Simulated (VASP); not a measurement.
VASP input:

**KPOINTS**
```
Automatic mesh
0
Gamma
5 5 5
0 0 0
```

POSCAR:
```
NaI
1
    0.0000000000     3.2997000000     3.2997000000
    3.2997000000     0.0000000000     3.2997000000
    3.2997000000     3.2997000000     0.0000000000
Na I
1 1
Direct
  0.0000000000   0.0000000000   0.0000000000
  0.5000000000   0.5000000000   0.5000000000
```

### INCAR
```
SYSTEM = NaI
PREC = Accurate
ENCUT = 180
EDIFF = 1E-6
NELM = 100
ALGO = Normal
LREAL = .FALSE.
LASPH = .TRUE.
ISMEAR = 0
SIGMA = 0.05
GGA = PE
LMAXMIX = 4
LWAVE = .FALSE.
LCHARG = .FALSE.
ISIF = 3
IBRION = 2
NSW = 40
EDIFFG = -0.01
```

POTCAR, in this order: Na_pv I (PBE.64 set). Program: vasp_std.

What happens when VASP runs on this input?

There is a fault: ENCUT is too low for a cell relaxation, so Pulay stress biases the volume. The run ends without an error. Against the sound run, the energy per atom (σ→0) falls by 0.292 eV/atom; the pressure falls by 0.06 GPa; the band gap increases by 0.81 eV; the volume falls by 22 %.

**standard output**
```
...
DAV:   7     0.117783563859E+00   -0.15477E-04   -0.31832E-04   255   0.163E-01    0.440E+00
DAV:   8     0.117986368356E+00    0.20280E-03   -0.25839E-03   241   0.150E+00    0.175E+00
DAV:   9     0.118105146877E+00    0.11878E-03   -0.32906E-04   258   0.488E-01    0.123E-01
DAV:  10     0.118103123355E+00   -0.20235E-05   -0.10694E-05   259   0.401E-02    0.720E-02
DAV:  11     0.118099494844E+00   -0.36285E-05   -0.16316E-06   134   0.187E-02    0.663E-02
DAV:  12     0.118099334145E+00   -0.16070E-06   -0.24722E-07   122   0.950E-03
   2 F= 0.11809933E+00 E0= 0.11809933E+00  d E =0.465845E+01
 trial-energy change:    4.658449  1 .order    3.912077   -9.208735   17.032889
 bond charge predicted
       N       E                     dE             d eps       ncg     rms          rms(c)
DAV:   1    -0.300070741960E+02   -0.30125E+02   -0.92253E+02   244   0.661E+02    0.273E+01
DAV:   2    -0.132939167203E+02    0.16713E+02   -0.31330E+01   243   0.557E+01    0.176E+01
DAV:   3    -0.633460806844E+01    0.69593E+01   -0.11200E+01   247   0.325E+01    0.101E+01
DAV:   4    -0.609908231952E+01    0.23553E+00   -0.32102E-01   256   0.505E+00    0.883E+00
DAV:   5    -0.599811217386E+01    0.10097E+00   -0.34971E-02   223   0.212E+00    0.484E+00
DAV:   6    -0.596604410763E+01    0.32068E-01   -0.22965E-02   223   0.153E+00    0.869E-01
DAV:   7    -0.596637388244E+01   -0.32977E-03   -0.68962E-04   250   0.312E-01    0.400E-01
DAV:   8    -0.596626945025E+01    0.10443E-03   -0.15133E-04   220   0.126E-01    0.104E-02
DAV:   9    -0.596626833443E+01    0.11158E-05   -0.69551E-06   247   0.274E-02    0.181E-02
DAV:  10    -0.596626792061E+01    0.41382E-06   -0.90329E-07   208   0.614E-03
   3 F= -.59662679E+01 E0= -.59662679E+01  d E =-.142592E+01
 ZBRENT: interpolating
 bond charge predicted
       N       E                     dE             d eps       ncg     rms          rms(c)
DAV:   1    -0.599065696919E+01   -0.24389E-01   -0.44915E-01   244   0.900E+00    0.826E-01
DAV:   2    -0.597640176339E+01    0.14255E-01   -0.16050E-02   238   0.139E+00    0.402E-01
DAV:   3    -0.597231917052E+01    0.40826E-02   -0.99427E-03   244   0.993E-01    0.195E-01
DAV:   4    -0.597228565797E+01    0.33513E-04   -0.14713E-04   242   0.115E-01    0.201E-01
DAV:   5    -0.597225433993E+01    0.31318E-04   -0.19540E-05   235   0.657E-02    0.829E-02
DAV:   6    -0.597219038764E+01    0.63952E-04   -0.11573E-04   247   0.144E-01    0.158E-01
DAV:   7    -0.597219078624E+01   -0.39860E-06   -0.15327E-06   215   0.984E-03
   4 F= -.59721908E+01 E0= -.59721908E+01  d E =-.143184E+01
 ZBRENT: interpolating
 bond charge predicted
       N       E                     dE             d eps       ncg     rms          rms(c)
DAV:   1    -0.597483366675E+01   -0.26433E-02   -0.57967E-02   244   0.328E+00    0.375E-01
DAV:   2    -0.597295946327E+01    0.18742E-02   -0.20493E-03   238   0.498E-01    0.187E-01
DAV:   3    -0.597243496120E+01    0.52450E-03   -0.13198E-03   244   0.362E-01    0.539E-02
DAV:   4    -0.597242580219E+01    0.91590E-05   -0.22843E-05   234   0.519E-02    0.476E-02
DAV:   5    -0.597242564071E+01    0.16148E-06   -0.49569E-06   226   0.237E-02
   5 F= -.59724256E+01 E0= -.59724256E+01  d E =-.143208E+01
 ZBRENT: accuracy reached
 bond charge predicted
       N       E                     dE             d eps       ncg     rms          rms(c)
DAV:   1    -0.597352886774E+01   -0.11031E-02   -0.28204E-02   244   0.230E+00    0.203E-01
DAV:   2    -0.597267539463E+01    0.85347E-03   -0.10057E-03   238   0.350E-01    0.996E-02
DAV:   3    -0.597238900258E+01    0.28639E-03   -0.62721E-04   244   0.251E-01    0.492E-02
DAV:   4    -0.597238936567E+01   -0.36310E-06   -0.90430E-06   239   0.276E-02
   6 F= -.59723894E+01 E0= -.59723894E+01  d E =0.362750E-04
 trial-energy change:    0.000036  1 .order    0.000209   -0.000278    0.000696
 bond charge predicted
       N       E                     dE             d eps       ncg     rms          rms(c)
DAV:   1    -0.597270461756E+01   -0.31561E-03   -0.59155E-03   244   0.105E+00    0.914E-02
DAV:   2    -0.597249748731E+01    0.20713E-03   -0.25314E-04   244   0.183E-01    0.419E-02
DAV:   3    -0.597245354188E+01    0.43945E-04   -0.14694E-04   244   0.126E-01    0.217E-02
DAV:   4    -0.597245232986E+01    0.12120E-05   -0.18735E-06   226   0.109E-02    0.258E-02
DAV:   5    -0.597245559871E+01   -0.32688E-05   -0.16569E-06   113   0.189E-02    0.160E-02
DAV:   6    -0.597245592226E+01   -0.32355E-06   -0.16046E-07   110   0.537E-03
   7 F= -.59724559E+01 E0= -.59724559E+01  d E =-.302815E-04
 reached required accuracy - stopping structural energy minimisation
```

OUTCAR:
```
------------------------ aborting loop because EDIFF is reached ----------------------------------------
  FORCE on cell =-STRESS in cart. coord.  units (eV):
  Direction    XX          YY          ZZ          XY          YZ          ZX
  --------------------------------------------------------------------------------------
  Total       -0.0170534     -0.0170534     -0.0170534     -0.0000000      0.0000000     -0.0000000
  in kB       -0.5073796     -0.5073796     -0.5073796     -0.0000000      0.0000000     -0.0000000
  external PRESSURE =      -0.5073796 kB  Pullay stress =       0.0000000 kB
  volume of cell :       53.85
      direct lattice vectors                 reciprocal lattice vectors
     0.000000000  2.997223630  2.997223630    -0.166821052  0.166821052  0.166821052
     2.997223630 -0.000000000  2.997223630     0.166821052 -0.166821052  0.166821052
     2.997223630  2.997223630  0.000000000     0.166821052  0.166821052 -0.166821052
  FREE ENERGIE OF THE ION-ELECTRON SYSTEM (eV)
  ---------------------------------------------------
  free  energy   TOTEN  =        -5.9724559223 eV

  energy  without entropy=       -5.9724559223  energy(sigma->0) =       -5.97245592

 reached required accuracy - stopping structural energy minimisation
```
(Selected blocks of OUTCAR.)

To mend it, set ENCUT = 400.

The mended run (PBE GGA, plane waves, VASP's PBE PAW potentials (set 64)) converges, and its OSZICAR ends with
```
   4 F= -.53879475E+01 E0= -.53879475E+01  d E =-.455094E-02
```

The compound is NaI in the rock salt structure.
